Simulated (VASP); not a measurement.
## PtC (relaxed from the zinc blende structure, space group F-43m): computed properties

These are PBE GGA, VASP's PBE PAW potentials (set 64) (plane waves; VASP) values and carry that method's errors.

```
Quantity                                                               Value
----------------------------------  ----------------------------------------
space group                                                      F-43m (216)
cell                                 a = b = c = 4.718 Å, α = β = γ = 90.00°
volume per atom                                                13.13 Å³/atom
band gap (over mesh and band path)  none (metal, semimetal or under 0.01 eV)
density                                                          13.10 g/cm³
```

PtC is modelled in the cubic space group F-43m (No. 216), the zinc blende structure, Pearson symbol cF8. Cell: a = b = c = 4.718 Å, α = β = γ = 90.00°. Pt on 4a sees 4 C at 2.043 Å (tetrahedral). C on 4d has 4 Pt at 2.043 Å (tetrahedral). (Neighbours: up to the widest gap in distance over summed covalent radii, below 1.35, at either atom; cation-cation and far metal-metal contacts left out.)
(The calculation used a cell of 2 atoms; values per cell refer to that cell.)

Unless said otherwise, spin-orbit coupling is left out, though it shifts the bands of the heavy elements here.

The structure was generated: PtC was put into the zinc blende type (F-43m), which need not be its known phase. It was relaxed first, which changed the volume by -10 %. Symmetry was kept, so distortions that lower it aren't found.
